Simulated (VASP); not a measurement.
Level of theory: PBE GGA with D4 dispersion, VASP's PBE PAW potentials (set 64) (plane waves; VASP).

VASP input:

**POSCAR**
```
Ti
1.0
  1.4593637572  -2.5276922312   0.0000000000
  1.4593637572   2.5276922312   0.0000000000
  0.0000000000   0.0000000000   4.6266033147
Ti
2
Direct
  0.3333330000   0.6666670000   0.2500000000
  0.6666670000   0.3333330000   0.7500000000
```

### INCAR
```
SYSTEM = Ti
PREC = Accurate
ENCUT = 520
EDIFF = 1E-6
NELM = 100
ALGO = Normal
LREAL = .FALSE.
LASPH = .TRUE.
ISMEAR = 1
SIGMA = 0.1
GGA = PE
IVDW = 13
LMAXMIX = 4
LWAVE = .FALSE.
LCHARG = .FALSE.
IBRION = 2
ISIF = 3
NSW = 60
EDIFFG = -0.01
```

**KPOINTS**
```
Automatic mesh
0
gamma
 13 13 7
```

POTCAR, in this order: Ti_sv (PBE.64 set). Program: vasp_std.

The resulting files:

### OSZICAR
```
       N       E                     dE             d eps       ncg     rms          rms(c)
DAV:   1     0.246241109044E+03    0.24624E+03   -0.13680E+04  2688   0.187E+03
DAV:   2     0.110536295026E+02   -0.23519E+03   -0.23393E+03  2744   0.491E+02
DAV:   3    -0.165131802537E+02   -0.27567E+02   -0.27406E+02  5320   0.136E+02
DAV:   4    -0.176277715199E+02   -0.11146E+01   -0.11145E+01  2744   0.293E+01
DAV:   5    -0.176924021369E+02   -0.64631E-01   -0.64630E-01  4480   0.478E+00    0.121E+01
DAV:   6    -0.156601484448E+02    0.20323E+01   -0.75909E+00  3176   0.324E+01    0.310E+00
DAV:   7    -0.156468376961E+02    0.13311E-01   -0.81682E-01  4064   0.779E+00    0.206E+00
DAV:   8    -0.156764495734E+02   -0.29612E-01   -0.22691E-01  3128   0.632E+00    0.715E-01
DAV:   9    -0.156670709029E+02    0.93787E-02   -0.54879E-02  3224   0.272E+00    0.662E-02
DAV:  10    -0.156673280462E+02   -0.25714E-03   -0.26118E-03  4272   0.416E-01    0.895E-02
DAV:  11    -0.156673672881E+02   -0.39242E-04   -0.19501E-04  3264   0.126E-01    0.286E-02
DAV:  12    -0.156673558377E+02    0.11450E-04   -0.36325E-05  3688   0.523E-02    0.803E-03
DAV:  13    -0.156673575375E+02   -0.16998E-05   -0.91793E-07  2080   0.103E-02    0.243E-03
DAV:  14    -0.156673585630E+02   -0.10255E-05   -0.33109E-07  1672   0.702E-03    0.219E-04
DAV:  15    -0.156673586824E+02   -0.11942E-06   -0.14169E-07  1664   0.406E-03
   1 F= -.16077780E+02 E0= -.16077681E+02  d E =-.160778E+02
```

**OUTCAR**
```
------------------------ aborting loop because EDIFF is reached ----------------------------------------
  Edisp (eV):   -0.41042
  FORCE on cell =-STRESS in cart. coord.  units (eV):
  Direction    XX          YY          ZZ          XY          YZ          ZX
  --------------------------------------------------------------------------------------
  Total      -0.00148    -0.00148    -0.00105     0.00000     0.00000     0.00000
  in kB      -0.06934    -0.06934    -0.04919     0.00000     0.00000     0.00000
  external pressure =       -0.06 kB  Pullay stress =        0.00 kB
  volume of cell :       34.13
      direct lattice vectors                 reciprocal lattice vectors
     1.459363757 -2.527692231  0.000000000     0.342615059 -0.197808892  0.000000000
     1.459363757  2.527692231  0.000000000     0.342615059  0.197808892  0.000000000
     0.000000000  0.000000000  4.626603315     0.000000000  0.000000000  0.216141288
 POSITION                                       TOTAL-FORCE (eV/Angst)
 -----------------------------------------------------------------------------------
      1.45936      0.84257      1.15665        -0.000000     -0.000000      0.000000
      1.45936     -0.84257      3.46995         0.000000      0.000000      0.000000
 -----------------------------------------------------------------------------------
    total drift:                               -0.000000      0.001060     -0.000020
  FREE ENERGIE OF THE ION-ELECTRON SYSTEM (eV)
  ---------------------------------------------------
  free  energy   TOTEN  =       -16.0777802929 eV

  energy  without entropy=      -16.0774829935  energy(sigma->0) =      -16.07768119

 reached required accuracy - stopping structural energy minimisation
```
(Selected blocks of OUTCAR.)

The compound is Ti in the hcp structure. It was relaxed first. The start is the result of an earlier pass.
